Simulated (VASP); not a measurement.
Calculation: PBE GGA, VASP's PBE PAW potentials (set 64) (plane waves; VASP).

The input files of a VASP run:

### POSCAR
```
Te
1.0
  2.2671593274  -3.9268348283   0.0000000000
  2.2671593274   3.9268348283   0.0000000000
  0.0000000000   0.0000000000   5.9565982765
Te
3
direct
  1.0000000000   0.2663042007   0.6666670000
  0.7336957993   0.7336957993   0.0000000000
  0.2663042007   1.0000000000   0.3333330000
```

File KPOINTS:
```
K-points
0
gamma
6 6 4
0 0 0
```

**INCAR**
```
! general
SYSTEM   =  Te
PREC     =  Accurate
ENCUT    =  480
LREAL    =  .FALSE.   ! projection in real space or not
LASPH    =  .TRUE.   ! aspherical one-centre terms

! electronic loop
EDIFF    =  1E-7   ! SCF stop (eV)
NELM     =  100
ALGO     =  Normal
LMAXMIX  =  4

! smearing
ISMEAR   =  0
SIGMA    =  0.05   ! width (eV)

! functional
GGA      =  PE   ! PBE

! ions
ISIF     =  2

! output
LWAVE    =  .FALSE.
LCHARG   =  .FALSE.
```

POTCAR, in this order: Te (PBE.64 set). Program: vasp_std.

What VASP printed:

### OUTCAR
```
 ion  position               nearest neighbor table
   1  0.000  0.266  0.667-   2 2.88   3 2.88   2 3.53   2 3.53   3 3.53   3 3.53
   2  0.734  0.734  0.000-   3 2.88   1 2.88   1 3.53   3 3.53   3 3.53   1 3.53
   3  0.266  0.000  0.333-   2 2.88   1 2.88   2 3.53   2 3.53   1 3.53   1 3.53
  LATTYP: Found a hexagonal cell.
 ALAT       =     4.5343183815
 C/A-ratio  =     1.3136700548
 Subroutine PRICEL returns:
 Original cell was already a primitive cell.
 Subroutine GETGRP returns: Found  6 space group operations
The static configuration has the point symmetry C_2 .
 The point group associated with its full space group is D_3 .
The dynamic configuration has the point symmetry C_2 .
 Subroutine INISYM returns: Found  6 space group operations
 Subroutine IBZKPT returns following result:
 Found     24 irreducible k-points:

 Following reciprocal coordinates:
            Coordinates               Weight
  0.000000  0.000000  0.000000      1.000000
  0.166667  0.000000  0.000000      6.000000
  0.333333  0.000000  0.000000      6.000000
  0.500000  0.000000  0.000000      3.000000
  0.166667  0.166667  0.000000      6.000000
  0.333333  0.166667  0.000000     12.000000
...
```

**OSZICAR**
```
       N       E                     dE             d eps       ncg     rms          rms(c)
DAV:   1     0.756387881236E+02    0.75639E+02   -0.62295E+03   624   0.103E+03
DAV:   2    -0.409721934802E+01   -0.79736E+02   -0.77015E+02   836   0.154E+02
DAV:   3    -0.934310857557E+01   -0.52459E+01   -0.51943E+01   744   0.443E+01
DAV:   4    -0.944548014932E+01   -0.10237E+00   -0.10229E+00   790   0.748E+00
DAV:   5    -0.944729798310E+01   -0.18178E-02   -0.18178E-02   782   0.933E-01    0.114E+01
DAV:   6    -0.943002485165E+01    0.17273E-01   -0.21310E-02   644   0.993E-01    0.728E+00
DAV:   7    -0.942759701167E+01    0.24278E-02   -0.45332E-02   664   0.148E+00    0.329E-01
DAV:   8    -0.942681586948E+01    0.78114E-03   -0.83276E-03   644   0.580E-01    0.147E-01
DAV:   9    -0.942685785689E+01   -0.41987E-04   -0.23665E-04   803   0.117E-01    0.105E-01
DAV:  10    -0.942689933482E+01   -0.41478E-04   -0.59504E-05   629   0.554E-02    0.180E-02
DAV:  11    -0.942689513239E+01    0.42024E-05   -0.16271E-05   654   0.276E-02    0.822E-03
DAV:  12    -0.942689538158E+01   -0.24919E-06   -0.18154E-06   749   0.879E-03    0.240E-03
DAV:  13    -0.942689543828E+01   -0.56704E-07   -0.55546E-07   624   0.506E-03
   1 F= -.94268954E+01 E0= -.94268926E+01  d E =-.567556E-05
```

File OUTCAR:
```
------------------------ aborting loop because EDIFF is reached ----------------------------------------
  FORCE on cell =-STRESS in cart. coord.  units (eV):
  Direction    XX          YY          ZZ          XY          YZ          ZX
  --------------------------------------------------------------------------------------
  Total       -0.0077075     -0.0077075     -0.0487064      0.0000000     -0.0000000     -0.0000000
  in kB       -0.1164324     -0.1164324     -0.7357730      0.0000000     -0.0000000     -0.0000000
  external PRESSURE =      -0.3228793 kB  Pullay stress =       0.0000000 kB
  volume of cell :      106.06
      direct lattice vectors                 reciprocal lattice vectors
     2.267159327 -3.926834828  0.000000000     0.220540301 -0.127329012  0.000000000
     2.267159327  3.926834828  0.000000000     0.220540301  0.127329012  0.000000000
     0.000000000  0.000000000  5.956598277     0.000000000  0.000000000  0.167881055
 POSITION                                       TOTAL-FORCE (eV/Angst)
 -----------------------------------------------------------------------------------
      0.60375      1.04573      3.97107         0.008090      0.014012      0.000000
      3.32681      0.00000      0.00000        -0.016180      0.000000      0.000000
      0.60375     -1.04573      1.98553         0.008090     -0.014012     -0.000000
 -----------------------------------------------------------------------------------
    total drift:                               -0.000174     -0.000399      0.000013
  FREE ENERGIE OF THE ION-ELECTRON SYSTEM (eV)
  ---------------------------------------------------
  free  energy   TOTEN  =        -9.4268954383 eV

  energy  without entropy=       -9.4268897627  energy(sigma->0) =       -9.42689260
```
(Selected blocks of OUTCAR.)

The compound is Te in the trig structure. It was relaxed first.
